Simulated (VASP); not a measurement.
Consider the following.

```
CaO
1.0
    0.00000     2.44408     2.44408
    2.44408     0.00000     2.44408
    2.44408     2.44408     0.00000
Ca O
1 1
Direct
  0.00000   0.00000   0.00000
  0.50000   0.50000   0.50000
```

The numbers are results of vdW-DF2, VASP's PBE PAW potentials (set 64) (plane waves; VASP), not measurements. Numerical set-up: 520 eV cut-off, 9×9×9 Γ-centred mesh, Gaussian smearing of 0.050 eV, potentials Ca_sv O.

Problem. What does the run give for the energy per atom (σ→0)?

Solution. 
The energy per atom (σ→0) comes out as -443.6 kJ/mol of atoms.

The absolute energy has meaning only against runs of the same code, potentials and settings.

The compound is CaO in the rock salt structure. It was relaxed first.
